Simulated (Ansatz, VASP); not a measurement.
# P: VASP beside Ansatz, part 3 of 3

Wanted: the spread between two codes on one cell, functional and k mesh. The cell is taken from a series of VASP runs on this material, whose earlier steps may have relaxed, scaled or displaced it; both programs get it as it stands.

VASP 6.6.1 and Ansatz 0.2.0.

So far. Step 4 (Differences): The walks stopped with -0.02 GPa left in Ansatz and -0.01 GPa in VASP; each walk ends within a tolerance, so the volume difference is uncertain by about these residues over the bulk modulus, most in soft cells.

## Step 6: VASP: band structure, HSE06

Level of this step: HSE06; plane waves and PAW (P) (VASP).

The same cell, functional, mesh and smearing now go to VASP, with its own data sets and cutoff.

The run reads the wave functions of an earlier VASP run, which isn't shown here.

Input file INCAR:

```
SYSTEM = P
PREC = Accurate
ENCUT = 400
EDIFF = 1E-06
NELM = 100
ISMEAR = 0
SIGMA = 0.05
LREAL = .FALSE.
ALGO = Normal
LHFCALC = .TRUE.
AEXX = 0.25
GGA = PE
HFSCREEN = 0.2
LASPH = .TRUE.
NBANDS = 16
PRECFOCK = Fast
LORBIT = 11
LWAVE = .FALSE.
LCHARG = .FALSE.
KPAR = 4
```

Input file POSCAR:

```
P
1.0
    1.6519655040     -5.3287980838      0.0000000000
    1.6519655040      5.3287980838      0.0000000000
    0.0000000000      0.0000000000      4.4524799763
P
4
Direct
    0.9010063699      0.0989936301      0.0855836695
    0.5989936301      0.4010063699      0.5855836695
    0.0989936301      0.9010063699      0.9144163305
    0.4010063699      0.5989936301      0.4144163305
```

Input file KPOINTS:

```
Automatic mesh
0
Gamma
4 4 3
0 0 0
```

Input file KPOINTS_OPT:

```
Line mode
6
Line-mode
Reciprocal
  0.00000000   0.00000000   0.00000000 GAMMA
  0.27402611   0.27402611   0.00000000 X

  0.27402611   0.27402611   0.00000000 X
  0.00000000   0.50000000   0.00000000 S

  0.00000000   0.50000000   0.00000000 S
  0.00000000   0.50000000   0.50000000 R

  0.00000000   0.50000000   0.50000000 R
  0.27402611   0.27402611   0.50000000 A

  0.27402611   0.27402611   0.50000000 A
  0.00000000   0.00000000   0.50000000 Z

  0.00000000   0.00000000   0.50000000 Z
  0.00000000   0.00000000   0.00000000 GAMMA

  0.00000000   0.00000000   0.00000000 GAMMA
 -0.50000000   0.50000000   0.00000000 Y

 -0.50000000   0.50000000   0.00000000 Y
 -0.27402611   0.72597389   0.00000000 X1

 -0.27402611   0.72597389   0.00000000 X1
 -0.27402611   0.72597389   0.50000000 A1

 -0.27402611   0.72597389   0.50000000 A1
 -0.50000000   0.50000000   0.50000000 T

 -0.50000000   0.50000000   0.50000000 T
 -0.50000000   0.50000000   0.00000000 Y

  0.00000000   0.00000000   0.50000000 Z
 -0.50000000   0.50000000   0.50000000 T
```

The projector-augmented-wave data sets are P (PBE family, release 64).

Launch:

```console
$ mpirun -np 4 vasp_std
```

Numbers of over 12 decimals in the logs are rounded to 6 here.

Log:

```text
[banner, memory and clock lines left out]
running    4 mpi-ranks, on    1 nodes
[...]
LDA part: xc-table for (Slater+PW92), standard interpolation
 found WAVECAR, reading the header
 POSCAR, INCAR and KPOINTS ok, starting setup
[...]
reading WAVECAR
 the WAVECAR file was read successfully
 initial charge from wavefunction
 entering main loop
       N       E                     dE             d eps       ncg     rms          rms(c)
DAV:   1    -0.257278961998E+02   -0.25728E+02   -0.43506E-01   472   0.509E+00    0.364E-01
DAV:   2    -0.257329896287E+02   -0.50934E-02   -0.20719E-02   592   0.921E-01    0.186E-01
DAV:   3    -0.257331476698E+02   -0.15804E-03   -0.39540E-04   560   0.131E-01    0.122E-01
DAV:   4    -0.257331607642E+02   -0.13094E-04   -0.54689E-05   584   0.467E-02    0.763E-02
DAV:   5    -0.257331675856E+02   -0.68213E-05   -0.10955E-05   568   0.214E-02    0.461E-02
DAV:   6    -0.257331712459E+02   -0.36603E-05   -0.35319E-06   560   0.125E-02    0.270E-02
[...]
DAV:   8    -0.257331743060E+02   -0.10618E-05   -0.63738E-07   344   0.600E-03    0.893E-03
DAV:   9    -0.257331748651E+02   -0.55906E-06   -0.22588E-07   320   0.359E-03
   1 F= -.25733175E+02 E0= -.25733175E+02  d E =-.205207E-12
 Start KPOINTS_OPT (optional k-point list driver)
k-point batch [1-14\72]
       N       E                     dE             ncg
DAV:   1     0.663617096628E+03   -0.59665E+04      448
DAV:   2    -0.353500175883E+03   -0.10171E+04      592
DAV:   3    -0.450199649689E+03   -0.96699E+02      544
DAV:   4    -0.452004587105E+03   -0.18049E+01      568
DAV:   5    -0.452032224496E+03   -0.27637E-01      560
DAV:   6    -0.452032752650E+03   -0.52815E-03      576
DAV:   7    -0.452032766339E+03   -0.13689E-04      552
DAV:   8    -0.452032766767E+03   -0.42822E-06      448
[...]
k-point batch [71-72\72]
       N       E                     dE             ncg
DAV:   1     0.476262792480E+04   -0.79534E+03       64
DAV:   2     0.462369601648E+04   -0.13893E+03       80
DAV:   3     0.460714701751E+04   -0.16549E+02       96
DAV:   4     0.460668249955E+04   -0.46452E+00       80
DAV:   5     0.460667406270E+04   -0.84369E-02       80
DAV:   6     0.460667388644E+04   -0.17626E-03       80
DAV:   7     0.460667388173E+04   -0.47064E-05       72
DAV:   8     0.460667388158E+04   -0.14532E-06       64
```

From OUTCAR (step 6):

```text
 POSITION                                       TOTAL-FORCE (eV/Angst)
 -----------------------------------------------------------------------------------
      1.65197     -4.27376      0.38106         0.000000     -0.221332     -0.010282
      1.65197     -1.05503      2.60730         0.000000      0.221332     -0.010282
      1.65197      4.27376      4.07142         0.000000      0.221332      0.010282
      1.65197      1.05503      1.84518         0.000000     -0.221332      0.010282
 -----------------------------------------------------------------------------------
    total drift:                               -0.000000     -0.000000     -0.000000

  FREE ENERGIE OF THE ION-ELECTRON SYSTEM (eV)
  ---------------------------------------------------
  free  energy   TOTEN  =       -25.7331748651 eV

  energy  without entropy=      -25.7331748651  energy(sigma->0) =      -25.73317487

[... 1 part as in an earlier step ...]

[... 2 further parts left out ...]
[key lines of the parts left out:]
E-fermi :   6.3923
```

## Step 7: Comparison

What differs besides the data sets and the points named for the pairs above, as far as they apply: exact exchange at q = 0 is treated differently, which shows on coarse meshes; the cutoff is 420 eV in Ansatz and 400 eV in VASP; VASP takes a coarser grid for exact exchange (PRECFOCK = Fast). Total energies have different zeros and are not compared.

The two programs side by side:

```csv
quantity,Ansatz,VASP,difference
gap over the path points (eV),0.465,0.488,-0.023
```

Forces (eV/Å; atoms numbered as in POSCAR):

```csv
atom,"Ansatz x, y, z","VASP x, y, z"
P1,"0.000, -0.162, -0.069","0.000, -0.221, -0.010"
P2,"0.000, 0.162, -0.069","0.000, 0.221, -0.010"
P3,"0.000, 0.162, 0.069","0.000, 0.221, 0.010"
P4,"0.000, -0.162, 0.069","0.000, -0.221, 0.010"
```

Levels at points of the path, from each program's valence-band top (eV; 4 filled, then empty):

```csv
k (reciprocal lattice),Ansatz,VASP
0.000 0.000 0.000,-4.71 -3.29 -3.08 -1.62 1.06 1.54 2.49,-4.68 -3.27 -3.05 -1.62 1.09 1.58 2.54
0.274 0.274 0.000,-4.27 -3.93 -3.17 -2.73 1.27 1.32 1.56,-4.26 -3.94 -3.17 -2.73 1.30 1.34 1.59
0.000 0.500 0.000,-3.93 -3.93 -3.09 -3.09 1.21 1.21 1.81,-3.92 -3.92 -3.08 -3.08 1.25 1.25 1.84
0.055 0.455 0.500,-6.05 -6.05 -2.27 -2.27 2.19 2.19 4.43,-6.04 -6.04 -2.27 -2.27 2.23 2.23 4.46
0.219 0.219 0.500,-5.92 -5.92 -2.84 -2.84 3.06 3.06 4.20,-5.92 -5.92 -2.83 -2.83 3.09 3.09 4.24
0.000 0.000 0.300,-3.86 -3.60 -3.33 -1.27 1.85 1.89 3.16,-3.84 -3.59 -3.30 -1.27 1.89 1.94 3.19
-0.200 0.200 0.000,-4.77 -3.08 -2.99 -1.07 1.26 1.39 2.65,-4.74 -3.07 -2.96 -1.07 1.28 1.43 2.70
-0.500 0.500 0.000,-4.86 -2.84 -1.91 0.00 0.47 1.18 2.83,-4.83 -2.81 -1.90 0.00 0.49 1.21 2.88
-0.364 0.636 0.000,-5.58 -4.48 -2.02 -1.40 0.98 1.29 3.22,-5.56 -4.47 -2.02 -1.40 1.01 1.31 3.26
-0.274 0.726 0.300,-5.64 -4.66 -2.42 -2.07 1.34 2.86 2.99,-5.64 -4.64 -2.42 -2.08 1.38 2.91 3.01
```

The forces differ by 48 meV/Å r.m.s., which is 37.7 % of the r.m.s. force of 0.13 eV/Å (both taken over all components). Among the levels compared at these points, filled levels agree within 32 meV and empty ones within 52 meV.

## Step 8: Other set-ups

Further runs change the set-up of one program: Ansatz's method, potentials or start, or VASP's data sets, cutoff or form of LDA. The table gives Ansatz less VASP for each quantity, since a change that brings one quantity closer may part another.

```csv
run,r.m.s. force difference (meV/Å),gap over the path points (eV)
as above,48,-0.023
cores kept as stored,41,-0.019
Ansatz's larger PAW set (cutoff 510 eV),46,-0.014
norm-conserving potentials (cutoff 599 eV),51,-0.026
```

## Step 9: What came out

```json
{"difference in volume (relaxation of cell and atoms, r2SCAN with rVV10)": "0.33 %", "r.m.s. force difference (band structure, HSE06)": "48 meV/Å"}
```

The r.m.s. force difference is 48 meV/Å (band structure, HSE06), beyond the 12 meV/Å picked in this series as the mark of a large difference. Band structure, HSE06, Ansatz's larger PAW set (cutoff 510 eV): the difference in gap over the path points goes from -0.023 to -0.014 eV. Such differences can come from data sets, numerical settings and the points named under the comparisons, not from the functional's error against experiment.

[Lines on the potential files, build, host, timing and source positions are cut from VASP's logs without a mark.]

[Logs are printed without paths, hosts, clocks, repeated set-up lines and the standing remarks that a program may print on its own settings, such as how far it seeks lower states.]

[Hosts, paths, dates, database ids (printed as entryN), source tags and the programs' standing remarks are cut or masked in the printed files.]
